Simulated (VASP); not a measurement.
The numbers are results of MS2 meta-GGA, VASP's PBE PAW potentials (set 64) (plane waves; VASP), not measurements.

VASP input:

### INCAR
```
SYSTEM = Gd
PREC = Accurate
ENCUT = 520
EDIFF = 1E-6
NELM = 100
ALGO = Normal
LREAL = .FALSE.
LASPH = .TRUE.
ISMEAR = 1
SIGMA = 0.1
METAGGA = MS2
LMIXTAU = .TRUE.
LMAXMIX = 6
LWAVE = .FALSE.
LCHARG = .FALSE.
IBRION = 2
ISIF = 3
NSW = 60
EDIFFG = -0.01
```

**POSCAR**
```
Gd
1
    1.7940407633    -3.1073695446     0.0000000000
    1.7940407633     3.1073695446    -0.0000000000
    0.0000000000     0.0000000000     5.6174063131
Gd
2
Direct
  0.3333330000   0.6666670000   0.2500000000
  0.6666670000   0.3333330000   0.7500000000
```

KPOINTS:
```
K-points
0
Gamma
  11 11 6
0 0 0
```

POTCAR, in this order: Gd_3 (PBE.64 set). Program: vasp_std.

**Question.** What will the output report for the number of irreducible k-points (NKPTS), largest plane-wave count, number of space-group operations, FFT grid (NGX, NGY, NGZ)?

**Answer.** 
The number of irreducible k-points (NKPTS) is 64, the largest plane-wave count is 1713 and the number of space-group operations comes out as 24. The FFT grid (NGX, NGY, NGZ) is 28 × 28 × 42.

The compound is Gd in the hcp structure. It was relaxed first, which changed the volume by -5 %. The start is the result of an earlier pass. The 4f electrons are frozen in the core of the lanthanide potential, so 4f levels, which can set the real gap, and their magnetism are missing.
